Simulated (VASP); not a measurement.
These are PBE GGA, VASP's PBE PAW potentials (set 64) (plane waves; VASP 6.6.1) values and carry that method's errors.

VASP input:

### KPOINTS
```
Automatic mesh
0
Gamma
6 6 6
0 0 0
```

File POSCAR:
```
CdS
5.820
  0.0000000000   0.5000000000   0.5000000000
  0.5000000000   0.0000000000   0.5000000000
  0.5000000000   0.5000000000   0.0000000000
Cd S
1 1
Cart
  0.0000000000   0.0000000000   0.0000000000
  0.2500000000   0.2500000000   0.2500000000
```

### INCAR
```
SYSTEM = CdS
PREC = Accurate; ENCUT = 400; LREAL = .FALSE.
LASPH = .TRUE.
EDIFF = 1E-6; NELM = 100; ALGO = Normal
LMAXMIX = 4
ISMEAR = 0; SIGMA = 0.05
GGA = PE
ISIF = 2
LWAVE = .FALSE.; LCHARG = .FALSE.
```

POTCAR, in this order: Cd S (PBE.64 set). Program: vasp_std.

Question: Predict the energy per atom (σ→0), pressure, band gap (on the k-mesh).

Answer: 
The energy per atom (σ→0) is -3.055 eV/atom and the band gap (on the k-mesh) comes out as 1.16 eV. The pressure is 3.26 GPa.

OSZICAR:
```
...
DAV:   8    -0.610899597745E+01   -0.19028E-03   -0.21761E-02   446   0.226E+00    0.322E-01
DAV:   9    -0.610879349037E+01    0.20249E-03   -0.29175E-03   476   0.924E-01    0.840E-02
DAV:  10    -0.610893585717E+01   -0.14237E-03   -0.29483E-04   436   0.186E-01    0.771E-02
DAV:  11    -0.610901140700E+01   -0.75550E-04   -0.11286E-04   434   0.124E-01    0.210E-02
DAV:  12    -0.610900414639E+01    0.72606E-05   -0.50897E-05   518   0.106E-01    0.885E-03
DAV:  13    -0.610900529204E+01   -0.11457E-05   -0.47015E-06   431   0.184E-02    0.515E-03
DAV:  14    -0.610900525029E+01    0.41751E-07   -0.12818E-07   223   0.321E-03
   1 F= -.61090053E+01 E0= -.61090053E+01  d E =-.201083E-12
```

The compound is CdS in the zinc blende structure, a metastable form; wurtzite is the usual one. The cell was not relaxed at this level.
